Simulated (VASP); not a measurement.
A VASP calculation is set up with these files.

POSCAR:
```
BN
1
    2.4093675000    -4.1731473405     0.0000000000
    2.4093675000     4.1731473405     0.0000000000
    0.0000000000     0.0000000000     7.9745340000
B N
2 2
Direct
  0.6666670000   0.3333330000   0.5000000000
  0.3333330000   0.6666670000   0.0000000000
  0.6666670000   0.3333330000   0.8750000000
  0.3333330000   0.6666670000   0.3750000000
```

**INCAR**
```
SYSTEM = BN
PREC = Accurate
ENCUT = 520
EDIFF = 1E-6
NELM = 100
ALGO = Normal
LREAL = .FALSE.
LASPH = .TRUE.
ISMEAR = 0
SIGMA = 0.05
GGA = PE
LWAVE = .FALSE.
LCHARG = .FALSE.
ISIF = 2
```

File KPOINTS:
```
Automatic mesh
0
Gamma
4 4 2
0 0 0
```

POTCAR, in this order: B N (PBE.64 set). Program: vasp_std.

Q: Does this input run properly? What does VASP do?

A: There is a fault: the lattice was typed in bohr, and VASP reads ångström. The run ends without an error. Against the sound run, the energy per atom (σ→0) increases by 6.689 eV/atom; the pressure decreases by 10.31 GPa; the volume rises by 570 %.

**standard output**
```
 POSCAR found type information on POSCAR B N
 POSCAR found :  2 types and       4 ions
 Reading from existing POTCAR
 Reading from existing POTCAR
 LDA part: xc-table for (Slater+PW92), standard interpolation
 POSCAR, INCAR and KPOINTS ok, starting setup
 WAVECAR not read
 entering main loop
       N       E                     dE             d eps       ncg     rms          rms(c)
DAV:   1     0.687609238665E+02    0.68761E+02   -0.53873E+03   192   0.970E+02
DAV:   2     0.351336636007E+01   -0.65248E+02   -0.61358E+02   260   0.164E+02
DAV:   3    -0.930733258226E+01   -0.12821E+02   -0.11822E+02   300   0.661E+01
DAV:   4    -0.991145614108E+01   -0.60412E+00   -0.59090E+00   280   0.139E+01
DAV:   5    -0.993504146868E+01   -0.23585E-01   -0.23495E-01   316   0.248E+00    0.701E+00
DAV:   6    -0.959286896547E+01    0.34217E+00   -0.34427E+01   348   0.190E+01    0.103E+01
DAV:   7    -0.814681149199E+01    0.14461E+01   -0.20209E+01   312   0.137E+01    0.157E+00
DAV:   8    -0.822128661838E+01   -0.74475E-01   -0.31594E+00   344   0.707E+00    0.262E+00
DAV:   9    -0.807315371939E+01    0.14813E+00   -0.13531E+00   328   0.340E+00    0.276E-01
DAV:  10    -0.807882942966E+01   -0.56757E-02   -0.48631E-02   272   0.119E+00    0.238E-01
DAV:  11    -0.807912188280E+01   -0.29245E-03   -0.96510E-03   344   0.509E-01    0.203E-01
DAV:  12    -0.807801339673E+01    0.11085E-02   -0.62656E-03   328   0.241E-01    0.215E-02
DAV:  13    -0.807804011734E+01   -0.26721E-04   -0.35140E-04   344   0.993E-02    0.234E-02
DAV:  14    -0.807803202215E+01    0.80952E-05   -0.83879E-05   364   0.368E-02    0.292E-03
DAV:  15    -0.807803249568E+01   -0.47353E-06   -0.12442E-06   172   0.988E-03
   1 F= -.80780325E+01 E0= -.80751710E+01  d E =-.572309E-02
```

**OUTCAR**
```
------------------------ aborting loop because EDIFF is reached ----------------------------------------
  FORCE on cell =-STRESS in cart. coord.  units (eV):
  Direction    XX          YY          ZZ          XY          YZ          ZX
  --------------------------------------------------------------------------------------
  Total       -8.3483218     -8.3483235     -8.2721091      0.0000000      0.0000000      0.0000000
  in kB      -83.4079966    -83.4080133    -82.6465563      0.0000000      0.0000000      0.0000000
  external PRESSURE =     -83.1541887 kB  Pullay stress =       0.0000000 kB
  volume of cell :      160.36
      direct lattice vectors                 reciprocal lattice vectors
     2.409367500 -4.173147340  0.000000000     0.207523344 -0.119813646  0.000000000
     2.409367500  4.173147340  0.000000000     0.207523344  0.119813646  0.000000000
     0.000000000  0.000000000  7.974534000     0.000000000  0.000000000  0.125399177
  FREE ENERGIE OF THE ION-ELECTRON SYSTEM (eV)
  ---------------------------------------------------
  free  energy   TOTEN  =        -8.0780324957 eV

  energy  without entropy=       -8.0723094080  energy(sigma->0) =       -8.07517095
```
(Selected blocks of OUTCAR.)

To mend it, correct POSCAR, correct KPOINTS.
File POSCAR:
```
BN
1
    1.2750000000    -2.2083650000     0.0000000000
    1.2750000000     2.2083650000     0.0000000000
    0.0000000000     0.0000000000     4.2200000000
B N
2 2
Direct
  0.6666670000   0.3333330000   0.5000000000
  0.3333330000   0.6666670000   0.0000000000
  0.6666670000   0.3333330000   0.8750000000
  0.3333330000   0.6666670000   0.3750000000
```
File KPOINTS:
```
Automatic mesh
0
Gamma
8 8 4
0 0 0
```
The mended run (PBE GGA, plane waves, VASP's PBE PAW potentials (set 64)) converges, and its OSZICAR ends with
```
   1 F= -.34831482E+02 E0= -.34831482E+02  d E =-.120900E-12
```

The compound is BN in the wurtzite structure, a metastable high-pressure form. The cell was not relaxed at this level.
